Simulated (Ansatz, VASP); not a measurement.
# VSe2: VASP beside Ansatz

Wanted: the spread between two codes on one cell, functional and k mesh. The cell is taken from a series of VASP runs on this material, whose earlier steps may have relaxed, scaled or displaced it; both programs get it as it stands.

Method: plane waves, with VASP 6.6.1 beside it; relaxation of cell and atoms at r2SCAN, in Ansatz 0.2.0.

**1. The structure**

It takes space group P-3m1 (No. 164, trigonal). The conventional cell has a = 3.418 Å, b = 3.418 Å, c = 6.311 Å, α = 90.00°, β = 90.00°, γ = 120.00°. V has 6 Se at 2.50 Å nearest. Nearest to Se lie 3 V at 2.50 Å. Farther neighbours and most contacts between anions are not listed.

As a file:

```
V Se
1.0
     3.41776    0.00000    0.00000
    -1.70888    2.95987    0.00000
     0.00000    0.00000    6.31097
V Se
1 2
Direct
  0.00000 0.00000 0.00000
  0.33333 0.66667 0.24253
  0.66667 0.33333 0.75747
```

**2. VASP: relaxation of cell and atoms, r2SCAN**

The relaxed volume is the usual yardstick between codes: its relative difference is about their pressure difference at one cell divided by the bulk modulus.

Lines of VASP's logs that name or quote its potential files are left out, and so is its time.

Contents of INCAR:

```
SYSTEM = VSe2
PREC = Accurate
ENCUT = 400
EDIFF = 1E-06
NELM = 100
ISMEAR = 0
SIGMA = 0.05
LREAL = .FALSE.
ALGO = Normal
METAGGA = R2SCAN
LASPH = .TRUE.
NBANDS = 20
ISPIN = 2
MAGMOM = 2 0 0
LMAXMIX = 4
LORBIT = 11
LWAVE = .FALSE.
LCHARG = .FALSE.
KPAR = 2
IBRION = 2
NSW = 60
ISIF = 3
EDIFFG = -0.01
```

Contents of POSCAR:

```
VSe2
1.0
    3.4177643845      0.0000000000      0.0000000000
   -1.7088821922      2.9598707811      0.0000000000
    0.0000000000      0.0000000000      6.3109671920
V Se
1 2
Direct
    0.0000000000      0.0000000000      0.0000000000
    0.3333333333      0.6666666667      0.2425331786
    0.6666666667      0.3333333333      0.7574668214
```

Contents of KPOINTS:

```
Automatic mesh
0
Gamma
8 8 4
0 0 0
```

The projector-augmented-wave data sets are V_sv and Se (PBE family, release 64).

Started as:

```console
> mpirun -np 2 vasp_std
```

Numbers of over 12 decimals in the logs are rounded to 6 here.

The log of the run:

```text
[banner, memory and clock lines left out]
running    2 mpi-ranks, on    1 nodes
 distrk:  each k-point on    1 cores,    2 groups
 distr:  one band on    1 cores,    1 groups

 POSCAR found type information on POSCAR V Se
 POSCAR found :  2 types and       3 ions
|                                                                             |
|               ----> ADVICE to this user running VASP <----                  |
|                                                                             |
|     You enforced a specific xc type in the INCAR file but a different       |
|     [... a line on the potential file left out ...]
|     I HOPE YOU KNOW WHAT YOU ARE DOING!                                     |
|                                                                             |

 LDA part: xc-table for (None), standard interpolation
 POSCAR, INCAR and KPOINTS ok, starting setup
 FFT: planning ... GRIDC
 FFT: planning ... GRID_SOFT
 FFT: planning ... GRID
 WAVECAR not read
 entering main loop
       N       E                     dE             d eps       ncg     rms          rms(c)
DAV:   1     0.135716893834E+03    0.13572E+03   -0.10789E+04  3008   0.987E+02
DAV:   2    -0.440523010176E+02   -0.17977E+03   -0.17449E+03  3092   0.293E+02
DAV:   3    -0.531677986105E+02   -0.91155E+01   -0.90305E+01  3296   0.645E+01
DAV:   4    -0.532674443167E+02   -0.99646E-01   -0.99556E-01  3176   0.721E+00
DAV:   5    -0.532682548481E+02   -0.81053E-03   -0.81047E-03  3348   0.693E-01    0.227E+01
DAV:   6    -0.500502143272E+02    0.32180E+01   -0.71941E+01  2860   0.575E+01    0.251E+01
DAV:   7    -0.460421110115E+02    0.40081E+01   -0.83941E+01  3124   0.541E+01    0.908E+00
DAV:   8    -0.453029105050E+02    0.73920E+00   -0.31646E+00  2920   0.101E+01    0.422E+00
DAV:   9    -0.452450991655E+02    0.57811E-01   -0.64445E-01  3252   0.489E+00    0.148E+00
DAV:  10    -0.452837877277E+02   -0.38689E-01   -0.30238E-01  3088   0.284E+00    0.129E+00
DAV:  11    -0.452777939607E+02    0.59938E-02   -0.10389E-01  3104   0.214E+00    0.433E-01
DAV:  12    -0.452796723605E+02   -0.18784E-02   -0.72434E-03  3220   0.513E-01    0.368E-01
DAV:  13    -0.452793179765E+02    0.35438E-03   -0.62344E-03  3236   0.516E-01    0.179E-01
DAV:  14    -0.452795761435E+02   -0.25817E-03   -0.22355E-03  3256   0.321E-01    0.959E-02
DAV:  15    -0.452796591178E+02   -0.82974E-04   -0.50498E-04  3016   0.165E-01    0.352E-02
DAV:  16    -0.452796572140E+02    0.19038E-05   -0.51744E-05  3272   0.542E-02    0.206E-02
DAV:  17    -0.452796546358E+02    0.25782E-05   -0.18345E-05  3048   0.243E-02    0.131E-02
DAV:  18    -0.452796527049E+02    0.19309E-05   -0.30803E-05  3240   0.238E-02    0.105E-02
DAV:  19    -0.452796542905E+02   -0.15857E-05   -0.18060E-05  2904   0.187E-02    0.746E-03
DAV:  20    -0.452796511750E+02    0.31155E-05   -0.23762E-05  3244   0.211E-02    0.419E-03
DAV:  21    -0.452796505608E+02    0.61426E-06   -0.12085E-05  2668   0.151E-02    0.169E-03
DAV:  22    -0.452796563988E+02   -0.58380E-05   -0.29142E-07  1508   0.554E-03    0.622E-04
DAV:  23    -0.452796574734E+02   -0.10745E-05   -0.43317E-08  1520   0.178E-03    0.437E-04
DAV:  24    -0.452796580360E+02   -0.56265E-06   -0.92020E-08  1508   0.149E-03
   1 F= -.45279658E+02 E0= -.45279112E+02  d E =-.452797E+02  mag=     1.0625
 curvature:   0.00 expect dE= 0.000E+00 dE for cont linesearch  0.000E+00
 trial: gam= 0.00000 g(F)=  0.488E-05 g(S)=  0.307E-04 ort = 0.000E+00 (trialstep = 0.100E+01)
 search vector abs. value=  0.356E-04
 reached required accuracy - stopping structural energy minimisation
```

From OUTCAR (step 2):

```text
ion  position               nearest neighbor table
   1  0.000  0.000  0.000-   2 2.50   3 2.50   2 2.50   3 2.50   3 2.50   2 2.50
   2  0.333  0.667  0.243-   1 2.50   1 2.50   1 2.50
   3  0.667  0.333  0.757-   1 2.50   1 2.50   1 2.50

  LATTYP: Found a hexagonal cell.
 ALAT       =     3.4177643845
 C/A-ratio  =     1.8465190932

 Subroutine GETGRP returns: Found 12 space group operations
 (whereof 12 operations were pure point group operations)

The static configuration has the point symmetry D_3d.

 Found     35 irreducible k-points:

   k-points           NKPTS =     35   k-points in BZ     NKDIM =     35   number of bands    NBANDS=     20

   dimension x,y,z NGX =    24 NGY =   24 NGZ =   42
   dimension x,y,z NGXF=    48 NGYF=   48 NGZF=   84

   ENCUT  =  400.0 eV  29.40 Ry    5.42 a.u.   5.57  5.57 10.29*2*pi/ulx,y,z

   NELECT =      25.0000    total number of electrons

 k-points in reciprocal lattice and weights: Automatic mesh
   0.00000000  0.00000000  0.00000000       0.004
   0.12500000 -0.00000000  0.00000000       0.023
   0.25000000 -0.00000000  0.00000000       0.023
   0.37500000 -0.00000000  0.00000000       0.023
   0.50000000 -0.00000000  0.00000000       0.012
   0.12500000  0.12500000  0.00000000       0.023
   0.25000000  0.12500000  0.00000000       0.047
   0.37500000  0.12500000  0.00000000       0.047
   0.25000000  0.25000000  0.00000000       0.023
[...]
0.25000000  0.25000000  0.50000000       0.023
   0.37500000  0.25000000  0.50000000       0.023

 average (electrostatic) potential at core
       1 -81.3131       2 -57.9559       3 -57.9559

 E-fermi :   4.5565

 spin component 1
 k-point     1 :       0.0000    0.0000    0.0000
  band No.  band energies     occupation
    ...
      9       1.8197      1.00000
     10       3.6450      1.00000
     11       3.6451      1.00000
     12       3.9710      1.00000
     13       4.0790      1.00000
     14       5.3198      0.00000
     15       5.3198      0.00000
     16       7.7689      0.00000
     17       7.7689      0.00000
     18      11.0491      0.00000
    ...

 k-point     2 :       0.1250   -0.0000    0.0000
  band No.  band energies     occupation
    ...
      9       1.8829      1.00000
     10       3.0259      1.00000
     11       3.3815      1.00000
     12       3.8395      1.00000
     13       4.1866      1.00000
     14       4.9370      0.00000
     15       5.3587      0.00000
     16       7.1415      0.00000
     17       7.6375      0.00000
     18      11.7701      0.00000
    ...

 k-point     3 :       0.2500   -0.0000    0.0000
  band No.  band energies     occupation
    ...
      9       1.2939      1.00000
     10       1.9371      1.00000
     11       3.0616      1.00000
     12       3.4434      1.00000
     13       3.7363      1.00000
     14       4.9027      0.00000
     15       5.1486      0.00000
     16       7.0510      0.00000
     17       7.5544      0.00000
     18      12.0628      0.00000
    ...

 k-point     4 :       0.3750   -0.0000    0.0000
  band No.  band energies     occupation
    ...
      9       0.6015      1.00000
     10       1.7906      1.00000
     11       2.3621      1.00000
     12       3.1361      1.00000
     13       3.5762      1.00000
     14       4.7434      0.00000
     15       5.0202      0.00000
     16       7.2977      0.00000
     17       7.6069      0.00000
     18      11.3159      0.00000
    ...

 k-point     5 :       0.5000   -0.0000    0.0000
  band No.  band energies     occupation
    ...
     10       1.6907      1.00000
     11       1.7213      1.00000
     12       3.2670      1.00000
     13       3.5267      1.00000
     14       4.5331      0.74590
     15       5.0275      0.00000
     16       7.2341      0.00000
     17       7.6388      0.00000
     18      11.2286      0.00000
     19      11.2465      0.00000
    ...

 k-point     6 :       0.1250    0.1250    0.0000
  band No.  band energies     occupation
    ...
      9       1.7231      1.00000
     10       2.1689      1.00000
     11       2.6654      1.00000
     12       3.8213      1.00000
     13       3.8759      1.00000
     14       4.8985      0.00000
     15       5.2480      0.00000
     16       7.0340      0.00000
     17       7.3027      0.00000
     18      12.5218      0.00000
    ...

  Total        0.0284747      0.0284747     -0.0169755      0.0000000      0.0000000     -0.0000000
  in kB        0.7145922      0.7145922     -0.4260117      0.0000000      0.0000000     -0.0000000
  external PRESSURE =       0.3343909 kB  Pullay stress =       0.0000000 kB

  energy-cutoff  :      400.00
  volume of cell :       63.84
      direct lattice vectors                 reciprocal lattice vectors
     3.417764384  0.000000000  0.000000000     0.292588923  0.168926293  0.000000000
    -1.708882192  2.959870781  0.000000000     0.000000000  0.337852587  0.000000000
     0.000000000  0.000000000  6.310967192     0.000000000  0.000000000  0.158454318

 POSITION                                       TOTAL-FORCE (eV/Angst)
 -----------------------------------------------------------------------------------
      0.00000      0.00000      0.00000        -0.000000      0.000000      0.000000
     -0.00000      1.97325      1.53062        -0.000000      0.000000     -0.007115
      1.70888      0.98662      4.78035         0.000000      0.000000      0.007115
 -----------------------------------------------------------------------------------
    total drift:                               -0.000000     -0.000000      0.000000

  FREE ENERGIE OF THE ION-ELECTRON SYSTEM (eV)
  ---------------------------------------------------
  free  energy   TOTEN  =       -45.2796580360 eV

  energy  without entropy=      -45.2785657999  energy(sigma->0) =      -45.27911192

 reached required accuracy - stopping structural energy minimisation

 total charge
# of ion       s       p       d       tot
------------------------------------------
    1        2.233   6.209   2.964  11.405
    2        1.477   2.382   0.044   3.903
    3        1.477   2.382   0.044   3.903
--------------------------------------------------
tot          5.186  10.973   3.051  19.210

 magnetization (x)
# of ion       s       p       d       tot
------------------------------------------
    1        0.023   0.010   1.297   1.330
    2       -0.002  -0.154   0.007  -0.149
    3       -0.002  -0.154   0.007  -0.149
--------------------------------------------------
tot          0.020  -0.298   1.311   1.033

[... 6 further parts left out ...]
```

CONTCAR:

```
VSe2
   1.00000000000000
     3.4177643844999999    0.0000000000000000    0.0000000000000000
    -1.7088821921999999    2.9598707810999998    0.0000000000000000
     0.0000000000000000    0.0000000000000000    6.3109671919999997
  V               Se
     1     2
Direct
     0.0000000000000000    0.0000000000000000    0.0000000000000000
     0.3333333332999970    0.6666666667000030    0.2425331785999987
     0.6666666667000030    0.3333333332999970    0.7574668214000013
```

The cell holds one magnetic atom, so no antiferromagnetic order fits into it. The bonds form layers, held to each other by dispersion, which r2SCAN holds only at short range, so the spacing between them may come out too wide. The run keeps the 12 symmetry operations of its start, so it cannot find a distortion of lower symmetry.

(Part 1 of 2 ends here.)

[Lines on the potential files, build, host, timing and source positions are cut from VASP's logs without a mark.]

[Logs are printed without paths, hosts, clocks, repeated set-up lines and the standing remarks that a program may print on its own settings, such as how far it seeks lower states.]

[Hosts, paths, dates, database ids (printed as entryN), source tags and the programs' standing remarks are cut or masked in the printed files.]
